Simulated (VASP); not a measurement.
**LiH4IO2: single point with r2SCAN**

Crystal: LiH4IO2.

```
I Li O H
1.0
     5.49076    0.00000    0.00000
     2.68918    6.34148    0.00000
     1.13156    3.11012    6.18746
I Li O H
2 2 4 8
Cartesian
  1.9988 1.5351 1.3822
  7.3127 7.9165 4.8053
  3.2657 4.0675 2.9700
  6.0458 5.3841 3.2175
  7.6574 5.4394 1.9057
  1.6541 4.0122 4.2817
  4.9725 4.0152 1.9008
  4.3390 5.4364 4.2867
  7.5030 5.0872 1.1632
  1.8085 4.3644 5.0242
  2.8089 5.9751 1.7944
  6.5026 3.4765 4.3931
  4.9851 4.4592 1.1756
  4.3264 4.9924 5.0118
  5.2258 3.2495 1.6706
  4.0856 6.2021 4.5168
```

```
Program                : VASP 6.6.1
Task                   : single point
Functional             : r2SCAN
Potentials or basis    : VASP PAW PBE potentials, release 64 (I, Li_sv, O, H)
Cutoff                 : 520 eV
k mesh                 : 4 × 3 × 3
Occupations            : tetrahedron
Spin                   : no spin polarisation
Dipole correction      : no
Further INCAR settings : LREAL = Auto; ALGO = Normal; EDIFF = 1e-07; NBANDS = 40
```

```
Largest force          : 12.209 eV/Å
Band gap on the k mesh : 4.16 eV, indirect (least direct gap 4.20 eV)
```

Forces in eV/Å, atoms in the order of the input:
```
I     0.043  -0.013  -0.033
I    -0.043   0.013   0.033
Li   -0.167  -0.196   0.279
Li    0.167   0.196  -0.279
O    -5.088  -2.282  10.861
O     5.088   2.282 -10.861
O    -3.443   5.006  10.384
O     3.443  -5.006 -10.384
H    -2.533  -4.755  -9.988
H     2.533   4.755   9.988
H     7.559   7.157  -1.061
H    -7.559  -7.157   1.061
H     0.044   5.409  -8.080
H    -0.044  -5.409   8.080
H     3.476 -10.264  -2.353
H    -3.476  10.264   2.353
```

Levels at points of the mesh, in eV from the valence-band top:
```tsv
k point	band 23	band 24	band 25	band 26	band 27	band 28	band 29	band 30
(0.00, 0.00, 0.00)	-0.70	-0.67	-0.19	-0.04	4.16	5.92	6.44	7.34
(0.50, 0.00, 0.00)	-0.83	-0.76	-0.37	-0.32	5.47	5.70	6.67	7.08
```

It took 16 min on 1 thread of Intel(R) Xeon(R) Platinum 8488C (Sapphire Rapids) (shared host), peak memory 0.43 GiB.

Caveat: the PAW data sets were made with another functional, which shifts forces and pressure a little; spin-orbit coupling is left out, which moves the levels of the heavy elements; an odd mesh through Γ misses points on the zone boundary, where band edges often lie. r2SCAN opens gaps a little over a GGA but as a rule still falls short of measured ones.
